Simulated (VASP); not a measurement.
# GaBiSe3 (P-6m2) in VASP: relaxation of cell and atoms with PBE

Aim: the relaxation of cell and atoms of GaBiSe3 with PBE.

Program: VASP 6.6.1. These are calculated values, not measurements. Logs are shortened: lines on timing, memory, paths and dates and some standing lists are left out, and cuts for length are marked.

**1. The crystal as given**

It takes space group P-6m2 (No. 187, hexagonal). Conventional cell: a = 5.844 Å, b = 5.844 Å, c = 5.570 Å, α = 90.00°, β = 90.00°, γ = 120.00°. Ga (site symmetry -6m2) is surrounded by 2 Se at 2.78 Å. Around Bi (site symmetry -6m2) lie 3 Ga at 3.37 Å and 3 Se at 3.37 Å. Se (site symmetry -6m2) is surrounded by 2 Ga at 2.78 Å. Se (site symmetry -6m2) has 2 Se at 2.78 Å as nearest neighbours. Around Se (site symmetry -6m2) lie 2 Se at 2.78 Å.

The cell was built by a generator and needn't be a form met in nature.

**2. Relaxation of cell and atoms, PBE**

INCAR reads:

```
PREC = Normal ; ENCUT = 520
EDIFF = 1E-4 ; ISMEAR = 0
SIGMA = 0.15 ; LREAL = False
LASPH = True ; NELM = 60
ALGO = Fast ; ISIF = 3
LWAVE = False ; LCHARG = False
GGA = PE ; IBRION = 2
NSW = 24 ; EDIFFG = -0.08
```

KPOINTS reads:

```
regular mesh
0
Gamma
  3 3 3
```

POSCAR reads:

```
GaBiSe3
1.0
    5.8443424800      0.0000000000      0.0000000000
   -2.9221712400      5.0613490600      0.0000000000
    0.0000000000      0.0000000000      5.5695152000
Ga Bi Se
1 1 3
Direct
    0.0000000000      0.0000000000      0.5000000000
    0.6666666700      0.3333333300      0.5000000000
    0.0000000000      0.0000000000      0.0000000000
    0.3333333300      0.6666666700      0.5000000000
    0.3333333300      0.6666666700      0.0000000000
```

Potentials or basis: VASP PAW PBE potentials, release 64 (Ga_d, Bi_d, Se).

Run with:

```bash
$ cat potpaw_PBE.64/Ga_d/POTCAR potpaw_PBE.64/Bi_d/POTCAR potpaw_PBE.64/Se/POTCAR > POTCAR
$ mpirun -np 1 vasp_std > vasp.out
```

OUTCAR:

```text
PREC = Normal
   ENCUT = 520
   EDIFF = 1E-4
   ISMEAR = 0
   LREAL = False
   LASPH = True
   NELM = 60
   ISIF = 3
   GGA = PE
   IBRION = 2
   NSW = 24
   EDIFFG = -0.08

 ion  position               nearest neighbor table
   1  0.000  0.000  0.500-   3 2.78   3 2.78   2 3.37   2 3.37   2 3.37
   2  0.667  0.333  0.500-   1 3.37   1 3.37   1 3.37
   3  0.000  0.000  0.000-   1 2.78   1 2.78
   4  0.333  0.667  0.500-   5 2.78   5 2.78
   5  0.333  0.667  0.000-   4 2.78   4 2.78

  LATTYP: Found a hexagonal cell.
 ALAT       =     5.8443424800
 C/A-ratio  =     0.9529755005

  Lattice vectors:

 A1 = (   5.8443424800,   0.0000000000,   0.0000000000)
 A2 = (  -2.9221712400,   5.0613490600,   0.0000000000)
 A3 = (   0.0000000000,   0.0000000000,   5.5695152000)

Analysis of symmetry for initial positions (statically):
=====================================================================
 Subroutine PRICEL returns:
 Original cell was already a primitive cell.

 Routine SETGRP: Setting up the symmetry group for a
 hexagonal supercell.

 Subroutine GETGRP returns: Found 12 space group operations
 (whereof 12 operations were pure point group operations)
 out of a pool of 24 trial point group operations.

The static configuration has the point symmetry D_3h.

Analysis of symmetry for dynamics (positions and initial velocities):
=====================================================================
 Subroutine PRICEL returns:
 Original cell was already a primitive cell.

 Routine SETGRP: Setting up the symmetry group for a
 hexagonal supercell.

 Subroutine GETGRP returns: Found 12 space group operations
 (whereof 12 operations were pure point group operations)
 out of a pool of 24 trial point group operations.

The dynamic configuration has the point symmetry D_3h.

 Subroutine INISYM returns: Found 12 space group operations
 (whereof 12 operations are pure point group operations),
 and found     1 'primitive' translations

----------------------------------------------------------------------------------------

                                     Primitive cell

  volume of cell :     164.7477

  direct lattice vectors                    reciprocal lattice vectors
     5.844342480  0.000000000  0.000000000     0.171105647  0.098787891  0.000000000
    -2.922171240  5.061349060  0.000000000     0.000000000  0.197575782  0.000000000
     0.000000000  0.000000000  5.569515200     0.000000000  0.000000000  0.179548841

  length of vectors
     5.844342480  5.844342483  5.569515200     0.197575782  0.197575782  0.179548841

  position of ions in fractional coordinates (direct lattice)
     0.000000000  0.000000000  0.500000000
     0.666666670  0.333333330  0.500000000
     0.000000000  0.000000000  0.000000000
     0.333333330  0.666666670  0.500000000
     0.333333330  0.666666670  0.000000000

  ion indices of the primitive-cell ions
   primitive index   ion index
                 1           1
                 2           2
                 3           3
                 4           4
                 5           5

----------------------------------------------------------------------------------------

 KPOINTS: regular mesh

Automatic generation of k-mesh.
 Grid dimensions read from file:
 generate k-points for:    3    3    3

 Generating k-lattice:

  Cartesian coordinates                     Fractional coordinates (reciprocal lattice)
     0.057035216  0.032929297  0.000000000     0.333333333  0.000000000  0.000000000
     0.000000000  0.065858594  0.000000000     0.000000000  0.333333333  0.000000000
     0.000000000  0.000000000  0.059849614     0.000000000  0.000000000  0.333333333

  Length of vectors
     0.065858594  0.065858594  0.059849614

  Shift w.r.t. Gamma in fractional coordinates (k-lattice)
     0.000000000  0.000000000  0.000000000

 Subroutine IBZKPT returns following result:
 ===========================================

 Found      6 irreducible k-points:

 Following reciprocal coordinates:
            Coordinates               Weight
  0.000000  0.000000  0.000000      1.000000
  0.333333  0.000000  0.000000      6.000000
  0.333333  0.333333  0.000000      2.000000
  0.000000  0.000000  0.333333      2.000000
  0.333333  0.000000  0.333333     12.000000
  0.333333  0.333333  0.333333      4.000000
   k-points           NKPTS =      6   k-points in BZ     NKDIM =      6   number of bands    NBANDS=     27
   number of dos      NEDOS =    301   number of ions     NIONS =      5
   total plane-waves  NPLWV =  41472
   dimension x,y,z NGX =    36 NGY =   36 NGZ =   32
   dimension x,y,z NGXF=    72 NGYF=   72 NGZF=   64
   ions per type =               1   1   3
   NGX,Y,Z   is equivalent  to a cutoff of  10.24, 10.24,  9.55 a.u.
   NGXF,Y,Z  is equivalent  to a cutoff of  20.48, 20.48, 19.10 a.u.
 SYSTEM =  unknown system
   PREC   = normal    normal or accurate (medium, high low for compatibility)
   ISTART =      0    job   : 0-new  1-cont  2-samecut
   ICHARG =      2    charge: 1-file 2-atom 10-const
   ISPIN  =      1    spin polarized calculation?
   LNONCOLLINEAR =      F non collinear calculations
   LSORBIT =      F    spin-orbit coupling
   LASPH  =      T    aspherical Exc in radial PAW
   ENCUT  =  520.0 eV  38.22 Ry    6.18 a.u.  10.87 10.87 10.36*2*pi/ulx,y,z
   NELM   =     60;   NELMIN=  2; NELMDL= -5     # of ELM steps
   EDIFF  = 0.1E-03   stopping-criterion for ELM
   LREAL  =      F    real-space projection
   EDIFFG = -.8E-01   stopping-criterion for IOM
   NSW    =     24    number of steps for IOM
   IBRION =      2    ionic relax: 0-MD 1-quasi-New 2-CG
   NFREE  =      1    steps in history (QN), initial steepest desc. (CG)
   ISIF   =      3    stress and relaxation
   ISYM   =      2    0-nonsym 1-usesym 2-fastsym
   POTIM  = 0.5000    time-step for ionic-motion
   TEBEG  =    0.0;   TEEND  =   0.0 temperature during run
   PSTRESS=    0.0 pullay stress
   NELECT =      46.0000    total number of electrons
   NUPDOWN=      -1.0000    fix difference up-down
   EMIN   =  10.00;   EMAX   =-10.00  energy-range for DOS
   EFERMI =   0.00;   METHOD = LEGACY
   ISMEAR =     0;   SIGMA  =   0.15  broadening in eV -4-tet -1-fermi 0-gaus
   EFERMI_NEDOS =   21; number of points for ismear=-14 and -15
   IALGO  =     68    algorithm
   IMIX   =      4    mixing-type and parameters
     AMIX     =   0.40;   BMIX     =  1.00
     AMIX_MAG =   1.60;   BMIX_MAG =  1.00
  volume/ion in A,a.u.               =      32.95       222.35
  Fermi-wavevector in a.u.,A,eV,Ry     =   1.070010  2.022025 15.577589  1.144920
  Thomas-Fermi vector in A             =   2.205707
   LORBIT       =      0    0 simple, 1 ext, 2 COOP (PROOUT), +10 PAW based schemes
   GGA     = PE    functional components
   LHFCALC =     F    Hartree Fock is set to
   AEXX    =    0.0000 exact exchange contribution
   IVDW    =     0    specifies the selected vdW correction
   LEPSILON=     F    determine dielectric tensor
   LRPA    =     F    only Hartree local field effects (RPA)
 conjugate gradient relaxation of ions
 non-spin polarized calculation
 RMM-DIIS sequential band-by-band and
 Gauss-broadening in eV      SIGMA  =   0.15
  energy-cutoff  :      520.00
  volume of cell :      164.75
 maximum number of plane-waves:      4439
   NGX = 21   NGY = 21   NGZ = 21

--------------------------------------- Ionic step        1  -------------------------------------------

 number of electron      45.9999928 magnetization

 Free energy of the ion-electron system (eV)
  ---------------------------------------------------
  ext. energy  EPLUGINS =         0.00000000
  ---------------------------------------------------
  free energy    TOTEN  =       -15.02534680 eV

  energy without entropy =      -14.92643783  energy(sigma->0) =      -14.97589232

------------------------ aborting loop because EDIFF is reached ----------------------------------------

  FORCE on cell =-STRESS in cart. coord.  units (eV):
  Direction    XX          YY          ZZ          XY          YZ          ZX
  --------------------------------------------------------------------------------------
  -------------------------------------------------------------------------------------
  Total       -6.0514551     -6.0514551     -7.6944185      0.0000000     -0.0000000      0.0000000
  in kB      -58.8506222    -58.8506223    -74.8285010      0.0000000     -0.0000000      0.0000000
  external PRESSURE =     -64.1765818 kB  Pullay stress =       0.0000000 kB

 VOLUME and BASIS-vectors are now :
 -----------------------------------------------------------------------------
  energy-cutoff  :      520.00
  volume of cell :      164.75
      direct lattice vectors                 reciprocal lattice vectors
     5.844342480  0.000000000  0.000000000     0.171105647  0.098787891  0.000000000
    -2.922171240  5.061349060  0.000000000     0.000000000  0.197575782  0.000000000
     0.000000000  0.000000000  5.569515200     0.000000000  0.000000000  0.179548841
[... 157 lines left out ...]
 POSITION                                       TOTAL-FORCE (eV/Angst)
 -----------------------------------------------------------------------------------
     -0.00000     -0.00000      2.53732        -0.000000      0.000000      0.000000
      2.73205      1.57735      2.53732         0.000000     -0.000000      0.000000
     -0.00000      0.00000     -0.00000        -0.000000     -0.000000      0.000000
     -0.00000      3.15470      2.53732        -0.000000     -0.000000      0.000000
     -0.00000      3.15470     -0.00000        -0.000000      0.000000      0.000000
 -----------------------------------------------------------------------------------
    total drift:                               -0.000009      0.000005      0.000000

  FREE ENERGIE OF THE ION-ELECTRON SYSTEM (eV)
  ---------------------------------------------------
  free  energy   TOTEN  =       -15.9226305330 eV

  energy  without entropy=      -15.8879441346  energy(sigma->0) =      -15.90528733

--------------------------------------- Ionic step        6  -------------------------------------------

 number of electron      45.9999977 magnetization

 Free energy of the ion-electron system (eV)
  ---------------------------------------------------
  ext. energy  EPLUGINS =         0.00000000
  ---------------------------------------------------
  free energy    TOTEN  =       -15.92349396 eV

  energy without entropy =      -15.88813567  energy(sigma->0) =      -15.90581482

 E-fermi :   4.3789     XC(G=0):  -9.6329

 val. band max:        4.1794259930   @ k =   0.0000   0.0000   0.3333
 cond. band min:       4.4176182574   @ k =   0.3333   0.3333   0.0000
 fundamental gap:      0.2381922644
 Fermi energy:         4.3788870780

 k-point     1 :       0.0000    0.0000    0.0000
  band No.  band energies     occupation
      1     -18.6684      2.00000
      2     -18.6415      2.00000
      3     -18.6415      2.00000
      4     -18.5980      2.00000
      5     -18.5980      2.00000
      6     -10.7352      2.00000
[... 19 lines left out ...]
     26       5.0813      0.00000
     27       9.4111      0.00000
[... 170 lines left out ...]
 POSITION                                       TOTAL-FORCE (eV/Angst)
 -----------------------------------------------------------------------------------
      5.44717     -0.00000      2.53664         0.000000     -0.000000     -0.000000
      2.72358      1.57246      2.53664         0.000000     -0.000000      0.000000
      5.44717     -0.00000      5.07329         0.000000     -0.000000     -0.000000
     -0.00000      3.14492      2.53664        -0.000000      0.000000     -0.000000
     -0.00000      3.14492      5.07329        -0.000000     -0.000000     -0.000000
 -----------------------------------------------------------------------------------
    total drift:                               -0.000009      0.000005      0.000000

  FREE ENERGIE OF THE ION-ELECTRON SYSTEM (eV)
  ---------------------------------------------------
  free  energy   TOTEN  =       -15.9234939569 eV

  energy  without entropy=      -15.8881356734  energy(sigma->0) =      -15.90581482

 reached required accuracy - stopping structural energy minimisation
```

Run time: 43 s. Hardware: 1 thread of Intel Xeon 6975P-C (Granite Rapids), shared host; peak memory 0.22 GiB.

What came out:

| Property | Result |
| --- | --- |
| Free energy | -15.9235 eV |
| Relaxed volume | 26.07 Å³/atom |
| Relaxed cell | a = 5.447 Å, b = 5.447 Å, c = 5.073 Å, α = 90.00°, β = 90.00°, γ = 120.00° |
| Space group after relaxing (to 0.05 Å) | P-6m2 (No. 187) |
| Energy gained by relaxing | 179.6 meV/atom |
| Ionic steps | 6 |
| Pressure after relaxing | 0.0 GPa |
| Band gap on the k mesh | none (metal or under the smearing width) |

Step by step:
```tsv
step	energy change (eV)	largest force (eV/Å)	pressure (GPa)	volume (Å³)
1	0.0000	0.0000	-6.42	164.75
2	-0.8663	0.0000	-1.70	135.23
3	-0.8974	0.0000	-0.12	130.34
4	-0.8975	0.0000	0.47	129.71
5	-0.8973	0.0000	-0.54	131.21
6	-0.8981	0.0000	-0.03	130.37
```

Final structure:
```
Ga Bi Se
1.0
     5.44717    0.00000    0.00000
    -2.72358    4.71738    0.00000
     0.00000    0.00000    5.07329
Ga Bi Se
1 1 3
Direct
  0.00000 0.00000 0.50000
  0.66667 0.33333 0.50000
  0.00000 0.00000 0.00000
  0.33333 0.66667 0.50000
  0.33333 0.66667 0.00000
```

Caveat: the k mesh is coarse (spacing up to 0.41 Å⁻¹), so the values aren't converged; the volume moved by over 15 % at a fixed basis, so the end points are rough; spin-orbit coupling is left out, which moves the levels of the heavy elements; the relaxation stopped at a loose force limit of 0.08 eV/Å, so its end isn't a converged minimum.
